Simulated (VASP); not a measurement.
## A VASP study of Bi2S3 (Bismuthinite) (optB86b-vdW): structure first, properties next

Wanted: the relaxed cell of Bi2S3 (Bismuthinite) and its properties. The steps: relaxing cell and atoms (optB86b-vdW), density, ELF and potential (optB86b-vdW), bands along the symmetry lines (optB86b-vdW), total and projected DOS (optB86b-vdW), independent-particle dielectric function (optB86b-vdW), core levels (optB86b-vdW) and bands along the symmetry lines (TB-mBJ). The start is a cell from a database of measured crystal structures.

Method: optB86b-vdW; plane waves and PAW (Bi_d, S), in the first sound run; inputs show where later runs differ, in VASP 6.6.1.

## Step 1: Starting point

Before any relaxation, the start is as follows. Symmetry: Pnma, No. 62, orthorhombic system. The conventional cell has a = 11.305 Å, b = 3.981 Å, c = 11.147 Å, α = 90.00°, β = 90.00°, γ = 90.00°. Nearest to Bi lie 6 S at 2.67 to 3.07 Å. Nearest to Bi lie 7 S at 2.58 to 3.32 Å. Nearest to S lie 5 Bi at 2.67 to 3.32 Å. Nearest to S lie 3 Bi at 2.68 to 2.74 Å. Nearest to S lie 5 Bi at 2.58 to 3.07 Å. Farther neighbours and most contacts between anions are not listed.

## Step 2: Relaxing cell and atoms (optB86b-vdW)

The start need not lie at this functional's minimum. ISIF = 3 frees volume, shape and positions, and EDIFFG sets the threshold on forces and stress at which the search stops. optB86b-vdW pairs nonlocal correlation with a less repulsive exchange of B86b form. LUSE_VDW switches on a nonlocal correlation term for dispersion.

Contents of INCAR:

```
SYSTEM = Bi2S3
PREC = Accurate
ENCUT = 400
EDIFF = 1E-06
NELM = 100
ISMEAR = 0
SIGMA = 0.05
LREAL = .FALSE.
ALGO = Normal
GGA = MK
AGGAC = 0
LUSE_VDW = .TRUE.
PARAM1 = 0.1234
PARAM2 = 1
LASPH = .TRUE.
NBANDS = 119
LORBIT = 11
LWAVE = .FALSE.
LCHARG = .FALSE.
KPAR = 2
NCORE = 4
IBRION = 2
NSW = 60
ISIF = 3
EDIFFG = -0.01
```

Contents of POSCAR:

```
Bi2S3
1.0
   11.3050000000      0.0000000000      0.0000000000
    0.0000000000      3.9810000000      0.0000000000
    0.0000000000      0.0000000000     11.1470000000
Bi S
8 12
Direct
    0.5165000000      0.2500000000      0.1748000000
    0.9835000000      0.7500000000      0.6748000000
    0.0165000000      0.2500000000      0.3252000000
    0.4835000000      0.7500000000      0.8252000000
    0.6596000000      0.7500000000      0.4655000000
    0.8404000000      0.2500000000      0.9655000000
    0.1596000000      0.7500000000      0.0345000000
    0.3404000000      0.2500000000      0.5345000000
    0.6230000000      0.7500000000      0.0575000000
    0.8770000000      0.2500000000      0.5575000000
    0.1230000000      0.7500000000      0.4425000000
    0.3770000000      0.2500000000      0.9425000000
    0.7153000000      0.2500000000      0.3063000000
    0.7847000000      0.7500000000      0.8063000000
    0.2153000000      0.2500000000      0.1937000000
    0.2847000000      0.7500000000      0.6937000000
    0.4508000000      0.7500000000      0.3730000000
    0.0492000000      0.2500000000      0.8730000000
    0.9508000000      0.7500000000      0.1270000000
    0.5492000000      0.2500000000      0.6270000000
```

Contents of KPOINTS:

```
Automatic mesh
0
Gamma
2 6 2
0 0 0
```

Potentials, in the order of the species: Bi_d and S (PBE family, release 64).

Run with:

```
mpirun -np 8 vasp_std
```

What it wrote:

```text
[banner, memory and clock lines left out]
running    8 mpi-ranks, on    1 nodes
 distrk:  each k-point on    4 cores,    2 groups
 distr:  one band on    4 cores,    1 groups

 POSCAR found type information on POSCAR BiS
 POSCAR found :  2 types and      20 ions
|                                                                             |
|               ----> ADVICE to this user running VASP <----                  |
|                                                                             |
|     You have switched on vdW-DFT.                                           |
|     This routine was written and supplied by Jiri Klimes. We recommend      |
|     that you carefully read and cite the following publications:            |
|       J. Klimes, D.R. Bowler, A. Michelides                                 |
|          J. Phys.: Cond Matt. 22 022201 (2010)                              |
|       J. Klimes, D.R. Bowler, A. Michelides                                 |
|          Phys. Rev. B. 83, 195131 (2011)                                    |
|     and references therein.                                                 |
|                                                                             |

|                                                                             |
|               ----> ADVICE to this user running VASP <----                  |
|                                                                             |
|     You have a (more or less) 'large supercell' and for larger cells it     |
|     might be more efficient to use real-space projection operators.         |
|     Therefore, try LREAL= Auto in the INCAR file.                           |
|     Mind: For very accurate calculation, you might also keep the            |
|     reciprocal projection scheme (i.e. LREAL=.FALSE.).                      |
|                                                                             |

|                                                                             |
|               ----> ADVICE to this user running VASP <----                  |
|                                                                             |
|     You enforced a specific xc type in the INCAR file but a different       |
|     [... a line on the potential file left out ...]
|     I HOPE YOU KNOW WHAT YOU ARE DOING!                                     |
|                                                                             |

 LDA part: xc-table for (Slater+PW92), standard interpolation
 POSCAR, INCAR and KPOINTS ok, starting setup
 FFT: planning ... GRIDC
 FFT: planning ... GRID_SOFT
 FFT: planning ... GRID
 WAVECAR not read
 entering main loop
       N       E                     dE             d eps       ncg     rms          rms(c)
DAV:   1     0.209601423424E+04    0.20960E+04   -0.76936E+04  3824   0.146E+03
DAV:   2     0.286990285335E+03   -0.18090E+04   -0.17387E+04  3992   0.419E+02
DAV:   3    -0.259288106979E+02   -0.31292E+03   -0.29703E+03  4512   0.192E+02
DAV:   4    -0.492701524803E+02   -0.23341E+02   -0.22798E+02  4456   0.514E+01
DAV:   5    -0.505085445851E+02   -0.12384E+01   -0.12308E+01  5064   0.114E+01    0.168E+01
DAV:   6    -0.448605969215E+02    0.56479E+01   -0.10521E+01  5046   0.106E+01    0.118E+01
DAV:   7    -0.449887317065E+02   -0.12813E+00   -0.29282E+00  4880   0.350E+00    0.679E+00
DAV:   8    -0.450089421882E+02   -0.20210E-01   -0.32198E-01  5022   0.251E+00    0.688E-01
DAV:   9    -0.449918502435E+02    0.17092E-01   -0.58659E-02  4880   0.105E+00    0.422E-01
DAV:  10    -0.449930698791E+02   -0.12196E-02   -0.99632E-03  4902   0.245E-01    0.174E-01
DAV:  11    -0.449934905053E+02   -0.42063E-03   -0.75287E-04  5272   0.880E-02    0.111E-01
DAV:  12    -0.449935332501E+02   -0.42745E-04   -0.14867E-04  4716   0.420E-02    0.381E-02
DAV:  13    -0.449935526446E+02   -0.19395E-04   -0.43456E-05  4320   0.216E-02    0.173E-02
DAV:  14    -0.449935554891E+02   -0.28445E-05   -0.46465E-06  3666   0.657E-03    0.792E-03
DAV:  15    -0.449935558977E+02   -0.40858E-06   -0.33417E-06  3232   0.762E-03
   1 F= -.44993556E+02 E0= -.44993556E+02  d E =-.449936E+02
 curvature:   0.00 expect dE= 0.000E+00 dE for cont linesearch  0.000E+00
 trial: gam= 0.00000 g(F)=  0.933E-01 g(S)=  0.953E-01 ort = 0.000E+00 (trialstep = 0.100E+01)
 search vector abs. value=  0.189E+00
 bond charge predicted
       N       E                     dE             d eps       ncg     rms          rms(c)
DAV:   1    -0.458753126485E+02   -0.88176E+00   -0.50424E+01  5112   0.358E+01    0.626E+00
DAV:   2    -0.451967958286E+02    0.67852E+00   -0.31327E+00  4895   0.892E+00    0.250E+00
DAV:   3    -0.450292250731E+02    0.16757E+00   -0.84363E-01  5227   0.463E+00    0.628E-01
DAV:   4    -0.450312977723E+02   -0.20727E-02   -0.35581E-02  4443   0.802E-01    0.284E-01
DAV:   5    -0.450306237531E+02    0.67402E-03   -0.83849E-03  5305   0.418E-01    0.123E-01
DAV:   6    -0.450306792667E+02   -0.55514E-04   -0.91369E-04  4334   0.137E-01    0.534E-02
DAV:   7    -0.450306748692E+02    0.43975E-05   -0.83789E-05  4842   0.307E-02    0.313E-02
DAV:   8    -0.450306690548E+02    0.58144E-05   -0.12966E-05  4859   0.150E-02    0.141E-02
DAV:   9    -0.450306713370E+02   -0.22821E-05   -0.34620E-06  3184   0.115E-02    0.527E-03
DAV:  10    -0.450306721170E+02   -0.78005E-06   -0.10669E-06  2323   0.394E-03
   2 F= -.45030672E+02 E0= -.45030672E+02  d E =-.371162E-01
[... from here on, the cycles between the ionic steps are left out ...]
   3 F= -.45051307E+02 E0= -.45051307E+02  d E =-.577515E-01
   4 F= -.45069638E+02 E0= -.45069638E+02  d E =-.183304E-01
   5 F= -.45083573E+02 E0= -.45083573E+02  d E =-.322656E-01
   6 F= -.45095075E+02 E0= -.45095075E+02  d E =-.115024E-01
   7 F= -.45095822E+02 E0= -.45095822E+02  d E =-.122494E-01
   8 F= -.45099183E+02 E0= -.45099183E+02  d E =-.336043E-02
   9 F= -.45099203E+02 E0= -.45099203E+02  d E =-.338021E-02
  10 F= -.45102379E+02 E0= -.45102379E+02  d E =-.317651E-02
  11 F= -.45103333E+02 E0= -.45103333E+02  d E =-.413007E-02
  12 F= -.45104737E+02 E0= -.45104737E+02  d E =-.140394E-02
  13 F= -.45105642E+02 E0= -.45105642E+02  d E =-.230971E-02
  14 F= -.45105700E+02 E0= -.45105700E+02  d E =-.236773E-02
  15 F= -.45106604E+02 E0= -.45106604E+02  d E =-.903713E-03
  16 F= -.45106682E+02 E0= -.45106682E+02  d E =-.982029E-03
  17 F= -.45107269E+02 E0= -.45107269E+02  d E =-.586313E-03
  18 F= -.45107440E+02 E0= -.45107440E+02  d E =-.757357E-03
  19 F= -.45107554E+02 E0= -.45107554E+02  d E =-.871830E-03
  20 F= -.45107884E+02 E0= -.45107884E+02  d E =-.329699E-03
  21 F= -.45107894E+02 E0= -.45107894E+02  d E =-.339798E-03
  22 F= -.45108047E+02 E0= -.45108047E+02  d E =-.152570E-03
  23 F= -.45108046E+02 E0= -.45108046E+02  d E =-.152042E-03
 curvature:  -1.71 expect dE=-0.246E-03 dE for cont linesearch -0.490E-07
 trial: gam= 0.50534 g(F)=  0.934E-04 g(S)=  0.506E-04 ort = 0.410E-05 (trialstep = 0.133E+01)
 search vector abs. value=  0.298E-03
 bond charge predicted
       N       E                     dE             d eps       ncg     rms          rms(c)
DAV:   1    -0.451077878767E+02    0.25846E-03   -0.13509E-01  4360   0.904E-01    0.844E-02
DAV:   2    -0.451082495394E+02   -0.46166E-03   -0.57577E-03  5336   0.326E-01    0.465E-02
DAV:   3    -0.451082178494E+02    0.31690E-04   -0.15532E-04  5212   0.645E-02    0.273E-02
DAV:   4    -0.451082002808E+02    0.17569E-04   -0.42889E-05  4908   0.317E-02    0.816E-03
DAV:   5    -0.451081994878E+02    0.79301E-06   -0.12524E-05  4206   0.150E-02    0.518E-03
DAV:   6    -0.451081993060E+02    0.18176E-06   -0.11667E-06  2110   0.530E-03
  24 F= -.45108199E+02 E0= -.45108199E+02  d E =-.153224E-03
 trial-energy change:   -0.000153  1 .order   -0.000148   -0.000195   -0.000101
 step:   2.2382(harm=  2.7704)  dis= 0.00336  next Energy=   -45.108235 (dE=-0.189E-03)
 reached required accuracy - stopping structural energy minimisation
```

Wall time 50 min (8 MPI ranks of AMD EPYC 7R43, shared host); peak memory 4.2 GiB; 6 h of CPU time.

Lines that name or quote the potential files are left out of all logs, and their timing lines are given in words.

OUTCAR, selected parts (step 2):

```text
ion  position               nearest neighbor table
   1  0.517  0.250  0.175-   9 2.67   9 2.67  13 2.68  12 3.03  17 3.07  17 3.07
   2  0.983  0.750  0.675-  10 2.67  10 2.67  14 2.68  11 3.03  18 3.07  18 3.07
   3  0.017  0.250  0.325-  11 2.67  11 2.67  15 2.68  10 3.03  19 3.07  19 3.07
   4  0.483  0.750  0.825-  12 2.67  12 2.67  16 2.68   9 3.03  20 3.07  20 3.07
   5  0.660  0.750  0.465-  17 2.58  13 2.74  13 2.74  20 2.96  20 2.96  10 3.32  10 3.32
   6  0.840  0.250  0.965-  18 2.58  14 2.74  14 2.74  19 2.96  19 2.96   9 3.32   9 3.32
   7  0.160  0.750  0.035-  19 2.58  15 2.74  15 2.74  18 2.96  18 2.96  12 3.32  12 3.32
   8  0.340  0.250  0.535-  20 2.58  16 2.74  16 2.74  17 2.96  17 2.96  11 3.32  11 3.32
   9  0.623  0.750  0.057-   1 2.67   1 2.67   4 3.03   6 3.32   6 3.32
  10  0.877  0.250  0.557-   2 2.67   2 2.67   3 3.03   5 3.32   5 3.32
  11  0.123  0.750  0.443-   3 2.67   3 2.67   2 3.03   8 3.32   8 3.32
  12  0.377  0.250  0.943-   4 2.67   4 2.67   1 3.03   7 3.32   7 3.32
  13  0.715  0.250  0.306-   1 2.68   5 2.74   5 2.74
  14  0.785  0.750  0.806-   2 2.68   6 2.74   6 2.74
  15  0.215  0.250  0.194-   3 2.68   7 2.74   7 2.74
  16  0.285  0.750  0.694-   4 2.68   8 2.74   8 2.74
  17  0.451  0.750  0.373-   5 2.58   8 2.96   8 2.96   1 3.07   1 3.07
  18  0.049  0.250  0.873-   6 2.58   7 2.96   7 2.96   2 3.07   2 3.07
  19  0.951  0.750  0.127-   7 2.58   6 2.96   6 2.96   3 3.07   3 3.07
  20  0.549  0.250  0.627-   8 2.58   5 2.96   5 2.96   4 3.07   4 3.07

  LATTYP: Found a simple orthorhombic cell.
 ALAT       =     3.9810000000
 B/A-ratio  =     2.8000502386
 C/A-ratio  =     2.8397387591

 Subroutine GETGRP returns: Found  8 space group operations
 (whereof  2 operations were pure point group operations)

The static configuration has the point symmetry S_2 .
 The point group associated with its full space group is D_2h.

 Found     16 irreducible k-points:

   k-points           NKPTS =     16   k-points in BZ     NKDIM =     16   number of bands    NBANDS=    119

   dimension x,y,z NGX =    80 NGY =   28 NGZ =   80
   dimension x,y,z NGXF=   160 NGYF=   56 NGZF=  160

   ENCUT  =  400.0 eV  29.40 Ry    5.42 a.u.  18.44  6.49 18.18*2*pi/ulx,y,z

   NELECT =     192.0000    total number of electrons

 k-points in reciprocal lattice and weights: Automatic mesh
   0.00000000  0.00000000  0.00000000       0.042
   0.50000000  0.00000000  0.00000000       0.042
   0.00000000  0.16666667  0.00000000       0.083
   0.50000000  0.16666667  0.00000000       0.083
   0.00000000  0.33333333  0.00000000       0.083
   0.50000000  0.33333333  0.00000000       0.083
   0.00000000  0.50000000  0.00000000       0.042
   0.50000000  0.50000000  0.00000000       0.042
   0.00000000  0.00000000  0.50000000       0.042
[...]
0.00000000  0.50000000  0.50000000       0.042
   0.50000000  0.50000000  0.50000000       0.042

 average (electrostatic) potential at core
       1-105.3347       2-105.3347       3-105.3347       4-105.3347       5-105.3347
       6-105.3347       7-105.3347       8-105.3347       9 -85.1722      10 -85.1722
      11 -85.1722      12 -85.1722      13 -85.2342      14 -85.2342      15 -85.2342
      16 -85.2342      17 -85.2894      18 -85.2894      19 -85.2894      20 -85.2894

 E-fermi :   5.5406

 k-point     1 :       0.0000    0.0000    0.0000
  band No.  band energies     occupation
    ...
     92       4.8269      2.00000
     93       5.0629      2.00000
     94       5.0937      2.00000
     95       5.0940      2.00000
     96       5.1936      2.00000
     97       6.5306      0.00000
     98       7.0145      0.00000
     99       7.0888      0.00000
    100       7.4640      0.00000
    101       7.7112      0.00000
    ...

 k-point     2 :       0.5000    0.0000    0.0000
  band No.  band energies     occupation
    ...
     92       4.8850      2.00000
     93       4.9698      2.00000
     94       4.9698      2.00000
     95       5.2630      2.00000
     96       5.2630      2.00000
     97       6.9925      0.00000
     98       6.9925      0.00000
     99       7.1152      0.00000
    100       7.1152      0.00000
    101       7.5985      0.00000
    ...

 k-point     3 :       0.0000    0.1667    0.0000
  band No.  band energies     occupation
    ...
     92       4.7748      2.00000
     93       4.8792      2.00000
     94       4.9005      2.00000
     95       5.1117      2.00000
     96       5.1393      2.00000
     97       6.8409      0.00000
     98       6.8471      0.00000
     99       7.5762      0.00000
    100       7.7264      0.00000
    101       7.9496      0.00000
    ...

Total vdW correction in eV:     30.5521799

  Total       -0.0396967      0.0331280      0.0595470      0.0000000      0.0000000      0.0000000
  in kB       -0.1280264      0.1068416      0.1920462      0.0000000      0.0000000      0.0000000
  external PRESSURE =       0.0569538 kB  Pullay stress =       0.0000000 kB

  energy-cutoff  :      400.00
  volume of cell :      496.78
      direct lattice vectors                 reciprocal lattice vectors
    11.267033406  0.000000000  0.000000000     0.088754507  0.000000000  0.000000000
     0.000000000  3.993475632  0.000000000     0.000000000  0.250408439  0.000000000
     0.000000000 -0.000000000 11.040894094     0.000000000 -0.000000000  0.090572375

 POSITION                                       TOTAL-FORCE (eV/Angst)
 -----------------------------------------------------------------------------------
      5.72328      0.99837      1.92880        -0.007320      0.000000     -0.003218
     11.17727      2.99511      7.44925         0.007320      0.000000     -0.003218
      0.08976      0.99837      3.59165        -0.007320     -0.000000      0.003218
      5.54376      2.99511      9.11209         0.007320     -0.000000      0.003218
      7.48935      2.99511      5.16119        -0.008491     -0.000000     -0.001434
      9.41120      0.99837     10.68164         0.008491      0.000000     -0.001434
      1.85583      2.99511      0.35925        -0.008491     -0.000000      0.001434
      3.77769      0.99837      5.87970         0.008491     -0.000000      0.001434
      7.01653      2.99511      0.62837         0.000739      0.000000     -0.001229
      9.88402      0.99837      6.14881        -0.000739      0.000000     -0.001229
      1.38301      2.99511      4.89208         0.000739     -0.000000      0.001229
      4.25051      0.99837     10.41253        -0.000739     -0.000000      0.001229
      8.08345      0.99837      3.36157         0.000574     -0.000000      0.003049
      8.81710      2.99511      8.88201        -0.000574     -0.000000      0.003049
      2.44993      0.99837      2.15888         0.000574      0.000000     -0.003049
      3.18358      2.99511      7.67933        -0.000574      0.000000     -0.003049
      5.06997      2.99511      4.08976         0.002424      0.000000     -0.003242
      0.56355      0.99837      9.61021        -0.002424      0.000000     -0.003242
     10.70348      2.99511      1.43069         0.002424     -0.000000      0.003242
      6.19707      0.99837      6.95113        -0.002424     -0.000000      0.003242
 -----------------------------------------------------------------------------------
    total drift:                               -0.000000     -0.000000      0.000000

  FREE ENERGIE OF THE ION-ELECTRON SYSTEM (eV)
  ---------------------------------------------------
  free  energy   TOTEN  =       -45.1081993060 eV

  energy  without entropy=      -45.1081993060  energy(sigma->0) =      -45.10819931

Total vdW correction in eV:     30.5521986

 reached required accuracy - stopping structural energy minimisation

 total charge
# of ion       s       p       d       tot
------------------------------------------
    1        1.619   0.997   9.975  12.591
    2        1.619   0.997   9.975  12.591
    3        1.619   0.997   9.975  12.591
    4        1.619   0.997   9.975  12.591
    5        1.609   1.018   9.972  12.599
    6        1.609   1.018   9.972  12.599
    7        1.609   1.018   9.972  12.599
    8        1.609   1.018   9.972  12.599
    9        1.361   2.326   0.000   3.687
   10        1.361   2.326   0.000   3.687
   11        1.361   2.326   0.000   3.687
   12        1.361   2.326   0.000   3.687
   13        1.363   2.312   0.000   3.675
   14        1.363   2.312   0.000   3.675
   15        1.363   2.312   0.000   3.675
   16        1.363   2.312   0.000   3.675
   17        1.359   2.327   0.000   3.685
   18        1.359   2.327   0.000   3.685
   19        1.359   2.327   0.000   3.685
   20        1.359   2.327   0.000   3.685
--------------------------------------------------
tot         29.242  35.919  79.787 144.948

[... 3 further parts left out ...]
```

The gap is read on the k-mesh alone, so it is an upper bound where the band edges lie off the mesh. The PAW data sets were made with PBE, which is usual practice but a small mismatch for other functionals. The run keeps the 8 symmetry operations of its start, so it cannot find a distortion of lower symmetry.

[end of part 1 of 6]

[Lines on the potential files, build, host, timing and source positions are cut from VASP's logs without a mark.]

[Logs are printed without paths, hosts, clocks, repeated set-up lines and the standing remarks that a program may print on its own settings, such as how far it seeks lower states.]

[Hosts, paths, dates, database ids (printed as entryN), source tags and the programs' standing remarks are cut or masked in the printed files.]

[A measured line is paired with the nearest computed mode of its activity, which favours agreement.]
